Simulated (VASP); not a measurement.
Level of theory: PBE GGA, VASP's PBE PAW potentials (set 64) (plane waves; VASP).

Gaps are without spin-orbit coupling.

Question: Order these relaxed crystals by band gap, smallest first: LiF, Fm-3m (225); SnO, P4/nmm (129); MgH2, P4_2/mnm (136); SnS2, P-3m1 (164).

Answer: SnO, P4/nmm (129) (0.46 eV), SnS2, P-3m1 (164) (1.53 eV), MgH2, P4_2/mnm (136) (3.73 eV), LiF, Fm-3m (225) (8.91 eV)
